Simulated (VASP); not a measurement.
Computed with AM05 GGA, VASP's PBE PAW potentials (set 64) (plane waves; VASP).

VASP ran on this input.

POSCAR:
```
TiC
1
    0.0000000000     2.1650000000     2.1650000000
    2.1650000000     0.0000000000     2.1650000000
    2.1650000000     2.1650000000     0.0000000000
Ti C
1 1
Direct
  0.0000000000   0.0000000000   0.0000000000
  0.5000000000   0.5000000000   0.5000000000
```

**KPOINTS**
```
Regular mesh
0
G
13 13 13
0 0 0
```

**INCAR**
```
ALGO=Normal
EDIFF=1E-6
EDIFFG=-0.01
ENCUT=520
GGA=AM
IBRION=2
ISIF=3
ISMEAR=1
LASPH=T
LCHARG=F
LMAXMIX=4
LREAL=F
LWAVE=F
NELM=100
NSW=60
PREC=Accurate
SIGMA=0.1
SYSTEM=TiC
```

POTCAR, in this order: Ti_sv C (PBE.64 set). Program: vasp_std.

Output of the run:

**OUTCAR**
```
 ion  position               nearest neighbor table
   1  0.000  0.000  0.000-   2 2.17   2 2.17   2 2.17   2 2.17   2 2.17   2 2.17
   2  0.500  0.500  0.500-   1 2.17   1 2.17   1 2.17   1 2.17   1 2.17   1 2.17
  LATTYP: Found a face centered cubic cell.
 ALAT       =     4.3300000000
 Subroutine PRICEL returns:
 Original cell was already a primitive cell.
 Subroutine GETGRP returns: Found 48 space group operations
The static configuration has the point symmetry O_h .
The dynamic configuration has the point symmetry O_h .
 Subroutine INISYM returns: Found 48 space group operations
 Subroutine IBZKPT returns following result:
 Found     84 irreducible k-points:

 Following reciprocal coordinates:
            Coordinates               Weight
  0.000000  0.000000  0.000000      1.000000
  0.076923  0.000000  0.000000      8.000000
  0.153846  0.000000  0.000000      8.000000
  0.230769  0.000000  0.000000      8.000000
  0.307692  0.000000  0.000000      8.000000
  0.384615  0.000000  0.000000      8.000000
  0.461538  0.000000  0.000000      8.000000
  0.076923  0.076923  0.000000      6.000000
  0.153846  0.076923  0.000000     24.000000
  0.230769  0.076923  0.000000     24.000000
  0.307692  0.076923  0.000000     24.000000
  0.384615  0.076923  0.000000     24.000000
  0.461538  0.076923  0.000000     24.000000
 -0.461538  0.076923  0.000000     24.000000
 -0.384615  0.076923  0.000000     24.000000
 -0.307692  0.076923  0.000000     24.000000
 -0.230769  0.076923  0.000000     24.000000
 -0.153846  0.076923  0.000000     24.000000
 -0.076923  0.076923  0.000000     12.000000
  0.153846  0.153846  0.000000      6.000000
  0.230769  0.153846  0.000000     24.000000
  0.307692  0.153846  0.000000     24.000000
  0.384615  0.153846  0.000000     24.000000
  0.461538  0.153846  0.000000     24.000000
 -0.461538  0.153846  0.000000     24.000000
 -0.384615  0.153846  0.000000     24.000000
 -0.307692  0.153846  0.000000     24.000000
 -0.230769  0.153846  0.000000     24.000000
 -0.153846  0.153846  0.000000     12.000000
  0.230769  0.230769  0.000000      6.000000
  0.307692  0.230769  0.000000     24.000000
  0.384615  0.230769  0.000000     24.000000
  0.461538  0.230769  0.000000     24.000000
 -0.461538  0.230769  0.000000     24.000000
 -0.384615  0.230769  0.000000     24.000000
 -0.307692  0.230769  0.000000     24.000000
 -0.230769  0.230769  0.000000     12.000000
  0.307692  0.307692  0.000000      6.000000
  0.384615  0.307692  0.000000     24.000000
  0.461538  0.307692  0.000000     24.000000
   k-points           NKPTS =     84   k-points in BZ     NKDIM =     84   number of bands    NBANDS=     12
   number of dos      NEDOS =    301   number of ions     NIONS =      2
   total plane-waves  NPLWV =  13824
   dimension x,y,z NGX =    24 NGY =   24 NGZ =   24
   dimension x,y,z NGXF=    48 NGYF=   48 NGZF=   48
   ions per type =               1   1
   PREC   = accura    normal or accurate (medium, high low for compatibility)
   ISTART =      0    job   : 0-new  1-cont  2-samecut
   ICHARG =      2    charge: 1-file 2-atom 10-const
   ISPIN  =      1    spin polarized calculation?
   LNONCOLLINEAR =      F non collinear calculations
   LSORBIT =      F    spin-orbit coupling
   INIWAV =      1    electr: 0-lowe 1-rand  2-diag
   ENCUT  =  520.0 eV  38.22 Ry    6.18 a.u.   5.69  5.69  5.69*2*pi/ulx,y,z
   NELM   =    100;   NELMIN=  2; NELMDL= -5     # of ELM steps
   EDIFF  = 0.1E-05   stopping-criterion for ELM
   LREAL  =      F    real-space projection
   NLSPLINE    = F    spline interpolate recip. space projectors
   LMAXMIX     =    4 max onsite mixed and CHGCAR
...
```

File OSZICAR:
```
       N       E                     dE             d eps       ncg     rms          rms(c)
DAV:   1     0.114057566766E+03    0.11406E+03   -0.84730E+03  2016   0.159E+03
DAV:   2    -0.149289119470E+02   -0.12899E+03   -0.12298E+03  2112   0.375E+02
DAV:   3    -0.241836131386E+02   -0.92547E+01   -0.88456E+01  2640   0.958E+01
DAV:   4    -0.246381325915E+02   -0.45452E+00   -0.45403E+00  2696   0.201E+01
DAV:   5    -0.246489434193E+02   -0.10811E-01   -0.10810E-01  2688   0.287E+00    0.188E+01
DAV:   6    -0.199294887829E+02    0.47195E+01   -0.29701E+01  2408   0.695E+01    0.683E+00
DAV:   7    -0.193692587621E+02    0.56023E+00   -0.42512E+00  2400   0.266E+01    0.494E+00
DAV:   8    -0.193239297846E+02    0.45329E-01   -0.18224E-01  2148   0.602E+00    0.237E+00
DAV:   9    -0.193270510820E+02   -0.31213E-02   -0.10265E-01  2296   0.371E+00    0.872E-01
DAV:  10    -0.193228576424E+02    0.41934E-02   -0.16216E-02  2568   0.199E+00    0.475E-01
DAV:  11    -0.193220570770E+02    0.80057E-03   -0.60327E-03  2280   0.110E+00    0.115E-01
DAV:  12    -0.193219380672E+02    0.11901E-03   -0.59130E-04  2176   0.398E-01    0.304E-02
DAV:  13    -0.193219258363E+02    0.12231E-04   -0.43512E-05  2980   0.995E-02    0.805E-03
DAV:  14    -0.193219262108E+02   -0.37447E-06   -0.15943E-06  1616   0.158E-02
   1 F= -.19321926E+02 E0= -.19321840E+02  d E =-.193219E+02
       N       E                     dE             d eps       ncg     rms          rms(c)
DAV:   1    -0.200344560393E+02   -0.71253E+00   -0.17019E+01  2044   0.666E+01    0.849E+00
DAV:   2    -0.193834053377E+02    0.65105E+00   -0.26603E+00  2148   0.277E+01    0.223E+00
DAV:   3    -0.192927462311E+02    0.90659E-01   -0.39301E-01  2328   0.630E+00    0.917E-01
DAV:   4    -0.192938570372E+02   -0.11108E-02   -0.16094E-01  2200   0.429E+00    0.564E-01
DAV:   5    -0.193035672388E+02   -0.97102E-02   -0.14702E-02  2416   0.141E+00    0.223E-01
DAV:   6    -0.193100504567E+02   -0.64832E-02   -0.14452E-02  3112   0.629E-01    0.179E-01
DAV:   7    -0.193106621988E+02   -0.61174E-03   -0.90452E-04  2212   0.287E-01    0.394E-02
DAV:   8    -0.193106279050E+02    0.34294E-04   -0.61910E-05  2380   0.841E-02    0.412E-02
DAV:   9    -0.193106764722E+02   -0.48567E-04   -0.53079E-05  2128   0.815E-02    0.489E-03
DAV:  10    -0.193106767823E+02   -0.31016E-06   -0.13801E-05  2936   0.224E-02    0.590E-03
DAV:  11    -0.193106770662E+02   -0.28391E-06   -0.32456E-07  1104   0.602E-03
   2 F= -.19310677E+02 E0= -.19310518E+02  d E =0.112491E-01
       N       E                     dE             d eps       ncg     rms          rms(c)
DAV:   1    -0.195943346733E+02   -0.28366E+00   -0.58269E+00  2040   0.407E+01    0.530E+00
DAV:   2    -0.193801545046E+02    0.21418E+00   -0.14257E+00  2224   0.185E+01    0.155E+00
DAV:   3    -0.193260439269E+02    0.54111E-01   -0.21091E-01  2308   0.531E+00    0.564E-01
DAV:   4    -0.193280154033E+02   -0.19715E-02   -0.60228E-02  2176   0.242E+00    0.328E-01
DAV:   5    -0.193335591471E+02   -0.55437E-02   -0.81301E-03  2616   0.779E-01    0.121E-01
DAV:   6    -0.193346646041E+02   -0.11055E-02   -0.30691E-03  2848   0.304E-01    0.838E-02
DAV:   7    -0.193347674956E+02   -0.10289E-03   -0.91680E-04  2476   0.289E-01    0.107E-01
DAV:   8    -0.193348163945E+02   -0.48899E-04   -0.29989E-04  2092   0.219E-01    0.112E-02
DAV:   9    -0.193348215366E+02   -0.51421E-05   -0.10794E-05  2408   0.316E-02    0.932E-03
DAV:  10    -0.193348209374E+02    0.59919E-06   -0.16375E-06  1736   0.106E-02
   3 F= -.19334821E+02 E0= -.19334703E+02  d E =-.128947E-01
```

File OUTCAR:
```
------------------------ aborting loop because EDIFF is reached ----------------------------------------
  FORCE on cell =-STRESS in cart. coord.  units (eV):
  Direction    XX          YY          ZZ          XY          YZ          ZX
  --------------------------------------------------------------------------------------
  Total       -0.0062553     -0.0062553     -0.0062553      0.0000000      0.0000000     -0.0000000
  in kB       -0.5078350     -0.5078350     -0.5078350      0.0000000      0.0000000     -0.0000000
  external PRESSURE =      -0.5078350 kB  Pullay stress =       0.0000000 kB
  volume of cell :       19.73
      direct lattice vectors                 reciprocal lattice vectors
    -0.000000000  2.144876489  2.144876489    -0.233113656  0.233113656  0.233113656
     2.144876489  0.000000000  2.144876489     0.233113656 -0.233113656  0.233113656
     2.144876489  2.144876489  0.000000000     0.233113656  0.233113656 -0.233113656
 POSITION                                       TOTAL-FORCE (eV/Angst)
 -----------------------------------------------------------------------------------
      0.00000      0.00000      0.00000         0.000000      0.000000     -0.000000
      2.14488      2.14488      2.14488        -0.000000     -0.000000      0.000000
 -----------------------------------------------------------------------------------
    total drift:                                0.000000     -0.000000     -0.000000
  FREE ENERGIE OF THE ION-ELECTRON SYSTEM (eV)
  ---------------------------------------------------
  free  energy   TOTEN  =       -19.3348209374 eV

  energy  without entropy=      -19.3344675055  energy(sigma->0) =      -19.33470313

 reached required accuracy - stopping structural energy minimisation
```
(Selected blocks of OUTCAR.)

**CONTCAR**
```
TiC
   1.00000000000000
    -0.0000000000000000    2.1448764891848073    2.1448764891848073
     2.1448764891848073    0.0000000000000000    2.1448764891848073
     2.1448764891848073    2.1448764891848073    0.0000000000000000
  Ti              C
     1     1
Direct
     0.0000000000000000    0.0000000000000000    0.0000000000000000
     0.5000000000000000    0.5000000000000000    0.5000000000000000
```

Energy and stress use the plane-wave basis of the starting cell.

The compound is TiC in the rock salt structure. This run relaxes it. Symmetry was kept, so distortions that lower it aren't found.
